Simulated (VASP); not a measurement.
Level of theory: optB88-vdW, VASP's PBE PAW potentials (set 64) (plane waves; VASP).

VASP ran on this input.

File POSCAR:
```
CdSe
1
    0.0000000000     3.1223092734     3.1223092734
    3.1223092734     0.0000000000     3.1223092734
    3.1223092734     3.1223092734     0.0000000000
Cd Se
1 1
Direct
  0.0000000000   0.0000000000   0.0000000000
  0.2500000000   0.2500000000   0.2500000000
```

**KPOINTS**
```
Automatic mesh
0
Gamma
7 7 7
0 0 0
```

INCAR:
```
SYSTEM=CdSe
PREC=Accurate; ENCUT=520; LREAL=.FALSE.
LASPH=.TRUE.
EDIFF=1E-7; NELM=100; ALGO=Normal
LMAXMIX=4
ISMEAR=0; SIGMA=0.05
GGA=BO; LUSE_VDW=.TRUE.; AGGAC=0.0
PARAM1=0.1833333333; PARAM2=0.22
ISIF=2
LWAVE=.FALSE.; LCHARG=.FALSE.
```

POTCAR, in this order: Cd Se (PBE.64 set). Program: vasp_std.

**Question.** What does the run give for the energy per atom (σ→0), pressure, band gap (on the k-mesh)?

**Answer.** 
```yaml
energy per atom (σ→0): -0.258 eV/atom
band gap (on the k-mesh): 0.30 eV
pressure: -1.29 GPa
```

**OSZICAR**
```
...
DAV:   7    -0.516517709019E+00    0.17913E-01   -0.15071E-01   540   0.292E+00    0.192E+00
DAV:   8    -0.516875196899E+00   -0.35749E-03   -0.11444E-02   535   0.155E+00    0.229E-01
DAV:   9    -0.516917769670E+00   -0.42573E-04   -0.16104E-03   605   0.559E-01    0.445E-02
DAV:  10    -0.516957180863E+00   -0.39411E-04   -0.16921E-04   530   0.181E-01    0.419E-02
DAV:  11    -0.516976702658E+00   -0.19522E-04   -0.40525E-05   545   0.621E-02    0.137E-02
DAV:  12    -0.516975531457E+00    0.11712E-05   -0.54368E-06   543   0.297E-02    0.332E-03
DAV:  13    -0.516975459835E+00    0.71622E-07   -0.67048E-07   570   0.647E-03
   1 F= -.51697546E+00 E0= -.51697544E+00  d E =-.403594E-07
```

The compound is CdSe in the zinc blende structure, whereas wurtzite is the usual form. This cell is one point of a volume scan, at 1.03 of the reference volume.
